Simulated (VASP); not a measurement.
Level of theory: vdW-DF-cx, VASP's PBE PAW potentials (set 64) (plane waves; VASP).

Input for VASP

**INCAR**
```
SYSTEM = CdS
PREC = Accurate
ENCUT = 520
EDIFF = 1E-7
NELM = 100
ALGO = Normal
LREAL = .FALSE.
LASPH = .TRUE.
ISMEAR = 0
SIGMA = 0.05
GGA = CX
LUSE_VDW = .TRUE.
AGGAC = 0.0
LMAXMIX = 4
LWAVE = .FALSE.
LCHARG = .FALSE.
ISIF = 2
```

File KPOINTS:
```
Automatic
0
G
 8 8 8
```

### POSCAR
```
CdS
1
    0.0000000000     2.9867798560     2.9867798560
    2.9867798560     0.0000000000     2.9867798560
    2.9867798560     2.9867798560     0.0000000000
Cd S
1 1
Direct
  0.0000000000   0.0000000000   0.0000000000
  0.2500000000   0.2500000000   0.2500000000
```

POTCAR, in this order: Cd S (PBE.64 set). Program: vasp_std.

Output

### OUTCAR
```
 ion  position               nearest neighbor table
   1  0.000  0.000  0.000-   2 2.59   2 2.59   2 2.59   2 2.59
   2  0.250  0.250  0.250-   1 2.59   1 2.59   1 2.59   1 2.59
  LATTYP: Found a face centered cubic cell.
 ALAT       =     5.9735597120
 Subroutine PRICEL returns:
 Original cell was already a primitive cell.
 Subroutine GETGRP returns: Found 24 space group operations
The static configuration has the point symmetry T_d .
The dynamic configuration has the point symmetry T_d .
 Subroutine INISYM returns: Found 24 space group operations
 Subroutine IBZKPT returns following result:
 Found     29 irreducible k-points:

 Following reciprocal coordinates:
            Coordinates               Weight
  0.000000  0.000000  0.000000      1.000000
  0.125000  0.000000  0.000000      8.000000
  0.250000  0.000000  0.000000      8.000000
  0.375000  0.000000  0.000000      8.000000
  0.500000  0.000000  0.000000      4.000000
  0.125000  0.125000  0.000000      6.000000
  0.250000  0.125000  0.000000     24.000000
  0.375000  0.125000  0.000000     24.000000
  0.500000  0.125000  0.000000     24.000000
 -0.375000  0.125000  0.000000     24.000000
 -0.250000  0.125000  0.000000     24.000000
 -0.125000  0.125000  0.000000     12.000000
  0.250000  0.250000  0.000000      6.000000
  0.375000  0.250000  0.000000     24.000000
  0.500000  0.250000  0.000000     24.000000
 -0.375000  0.250000  0.000000     24.000000
 -0.250000  0.250000  0.000000     12.000000
  0.375000  0.375000  0.000000      6.000000
  0.500000  0.375000  0.000000     24.000000
 -0.375000  0.375000  0.000000     12.000000
  0.500000  0.500000  0.000000      3.000000
  0.375000  0.250000  0.125000     24.000000
  0.500000  0.250000  0.125000     48.000000
 -0.375000  0.250000  0.125000     24.000000
...
```

### OSZICAR
```
       N       E                     dE             d eps       ncg     rms          rms(c)
DAV:   1     0.117370845102E+03    0.11737E+03   -0.90966E+03   754   0.126E+03
DAV:   2     0.330415928365E+01   -0.11407E+03   -0.10897E+03   879   0.294E+02
DAV:   3    -0.197314982460E+01   -0.52773E+01   -0.52587E+01   864   0.658E+01
DAV:   4    -0.201460098316E+01   -0.41451E-01   -0.41442E-01   874   0.582E+00
DAV:   5    -0.201517966343E+01   -0.57868E-03   -0.57867E-03   894   0.672E-01    0.704E+00
DAV:   6    -0.151985454279E+01    0.49533E+00   -0.10420E+00  1054   0.138E+01    0.571E+00
DAV:   7    -0.150651717595E+01    0.13337E-01   -0.17059E-01   769   0.339E+00    0.295E+00
DAV:   8    -0.150632562621E+01    0.19155E-03   -0.16951E-02   799   0.193E+00    0.232E-01
DAV:   9    -0.150619055212E+01    0.13507E-03   -0.21778E-03   884   0.734E-01    0.634E-02
DAV:  10    -0.150635972933E+01   -0.16918E-03   -0.27111E-04   789   0.163E-01    0.766E-02
DAV:  11    -0.150644092658E+01   -0.81197E-04   -0.12760E-04   769   0.115E-01    0.149E-02
DAV:  12    -0.150643198183E+01    0.89448E-05   -0.32005E-05   984   0.815E-02    0.770E-03
DAV:  13    -0.150643315685E+01   -0.11750E-05   -0.33581E-06   769   0.130E-02    0.328E-03
DAV:  14    -0.150643323474E+01   -0.77891E-07   -0.36400E-07   776   0.405E-03
   1 F= -.15064332E+01 E0= -.15064332E+01  d E =-.664971E-12
```

OUTCAR:
```
------------------------ aborting loop because EDIFF is reached ----------------------------------------
  FORCE on cell =-STRESS in cart. coord.  units (eV):
  Direction    XX          YY          ZZ          XY          YZ          ZX
  --------------------------------------------------------------------------------------
  Total       -1.0067977     -1.0067977     -1.0067977      0.0000000     -0.0000000     -0.0000000
  in kB      -30.2700501    -30.2700501    -30.2700501      0.0000000     -0.0000000     -0.0000000
  external PRESSURE =     -30.2700501 kB  Pullay stress =       0.0000000 kB
  volume of cell :       53.29
      direct lattice vectors                 reciprocal lattice vectors
     0.000000000  2.986779856  2.986779856    -0.167404370  0.167404370  0.167404370
     2.986779856  0.000000000  2.986779856     0.167404370 -0.167404370  0.167404370
     2.986779856  2.986779856  0.000000000     0.167404370  0.167404370 -0.167404370
  FREE ENERGIE OF THE ION-ELECTRON SYSTEM (eV)
  ---------------------------------------------------
  free  energy   TOTEN  =        -1.5064332347 eV

  energy  without entropy=       -1.5064332347  energy(sigma->0) =       -1.50643323
```
(Selected blocks of OUTCAR.)

The compound is CdS in the zinc blende structure, a metastable form; wurtzite is the usual one. This cell is one point of a volume scan, at 1.06 of the reference volume.
